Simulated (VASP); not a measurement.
VASP input:

POSCAR:
```
TiCo
2.8928650
  0.9999998982   0.0000000000   0.0000000000
  0.0000000000   0.9999998982   0.0000000000
  0.0000000000   0.0000000000   0.9999998982
Ti Co
1 1
Cartesian
  0.0000000000   0.0000000000   0.0000000000
  0.4999999491   0.4999999491   0.4999999491
```

KPOINTS:
```
Automatic mesh
0
Gamma
12 12 12
0 0 0
```

**INCAR**
```
SYSTEM = TiCo
PREC = Accurate
ENCUT = 520
EDIFF = 1E-7
NELM = 100
ALGO = Normal
LREAL = .FALSE.
LASPH = .TRUE.
ISMEAR = 1
SIGMA = 0.1
METAGGA = R2SCAN
LMIXTAU = .TRUE.
LMAXMIX = 4
LWAVE = .FALSE.
LCHARG = .FALSE.
ISIF = 2
```

POTCAR, in this order: Ti_sv Co (PBE.64 set). Program: vasp_std.

Question: Translate this r2SCAN calculation to Ansatz.

Answer: One equivalent input (not run):
Ansatz 0.2 input:
```yaml
crystal:
  lattice:
    - [2.8928647, 0.0000000, 0.0000000]
    - [0.0000000, 2.8928647, 0.0000000]
    - [0.0000000, 0.0000000, 2.8928647]
  atoms:
    - { symbol: Ti, position: [0.0000000, 0.0000000, 0.0000000] }
    - { symbol: Co, position: [0.5000000, 0.5000000, 0.5000000] }
kpoints:
  mp_grid: { grid: [12, 12, 12] }
hamiltonian:
  xc: r2scan
  pseudopotentials: { kind: paw }
scf:
  occupations: { method: methfessel_paxton, width: 0.1 }
  max_iter: 100
output: { forces: true, stress: true, eigenvalues: true }
```
What does not carry over: each code has its own PAW files, so the cut-off isn't converted (ENCUT is set for VASP's; basis.ecutwfc is left out, and Ansatz then takes the one that its files recommend); Ansatz stops its SCF on the density residual and VASP on the energy change (EDIFF).

The compound is TiCo in the CsCl type structure. This cell is one point of a volume scan, at 0.94 of the reference volume.
